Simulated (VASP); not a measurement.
The system is PtSe2.

```xyz
3
Lattice="3.7082 0.0000 0.0000 -1.8541 3.2114 0.0000 0.0000 0.0000 5.8486" Properties=species:S:1:pos:R:3 pbc="T T T"
Pt    0.0000    0.0000    0.0000
Se    1.8541    1.0705    4.5599
Se    0.0000    2.1409    1.2887
```

The cell is a database's computed one.

```yaml
Program: VASP 6.6.1
Task: relaxation of cell and atoms
Functional: LDA
Potentials_or_basis: VASP PAW LDA potentials, release 64 (Pt, Se)
Cutoff: 300 eV
k_mesh: 4 × 4 × 2
Occupations: gaussian, width 0.02 eV
Spin: no spin polarisation
```

At the start: pressure -2.1 GPa; volume 23.22 Å³/atom.

**Question.** Where does the relaxation end?

**Answer.** Over 36 steps the energy falls by 77.3 meV/atom and the volume is 19.37 Å³/atom (-16.6 %); space group P-3m1 (No. 164, to 0.05 Å).

The path:
```csv
step,energy change (eV),largest force (eV/Å),pressure (GPa),volume (Å³)
1,0.0000,0.0336,-2.07,69.65
2,-0.0015,0.6674,2.79,66.67
3,-0.0112,0.3546,0.34,68.08
4,-0.0309,0.3824,0.38,67.16
5,-0.0903,0.4788,0.72,64.37
6,-0.1873,0.7798,3.35,58.66
7,0.8764,0.4701,28.08,46.72
8,-0.0693,1.5784,7.82,57.96
9,0.0625,1.2625,14.21,52.42
10,-0.0471,1.6445,9.81,56.17
11,-0.0305,1.5723,11.00,54.92
12,-0.0321,1.5527,10.97,54.88
13,-0.0364,1.4944,10.83,54.74
14,-0.0426,1.3760,10.60,54.46
15,-0.0443,1.1315,10.30,53.90
16,-0.0519,1.1105,9.91,54.02
17,-0.0733,1.0458,8.88,54.38
18,-0.1100,0.9189,6.84,55.10
19,-0.1603,0.6720,3.15,56.55
20,-0.1779,0.2058,-2.99,59.51
21,-0.1833,0.3472,-1.24,58.58
22,-0.1881,0.3308,-1.19,58.58
23,-0.2009,0.2807,-1.05,58.57
24,-0.2200,0.1779,-0.78,58.53
25,-0.2305,0.0344,-0.20,58.41
26,-0.2314,0.0142,-0.35,58.44
27,-0.2314,0.0076,-0.32,58.44
28,-0.2316,0.0333,0.01,58.30
29,-0.2316,0.0358,0.00,58.29
30,-0.2316,0.0398,0.07,58.27
31,-0.2317,0.0350,0.08,58.23
32,-0.2318,0.0206,0.12,58.12
33,-0.2317,0.0084,0.15,57.91
34,-0.2319,0.0136,0.12,58.07
35,-0.2318,0.0137,-0.19,58.17
36,-0.2319,0.0024,0.01,58.11
```

Final structure:
```xyz
3
Lattice="3.7372 0.0000 0.0000 -1.8686 3.2365 0.0000 0.0000 0.0000 4.8040" Properties=species:S:1:pos:R:3 pbc="T T T"
Pt    0.0000    0.0000    0.0000
Se    1.8686    1.0788    3.5416
Se    0.0000    2.1577    1.2624
```

Caveat: the k mesh is coarse (spacing up to 0.54 Å⁻¹), so the values aren't converged; the volume moved by over 15 % at a fixed basis, so the end points are rough.
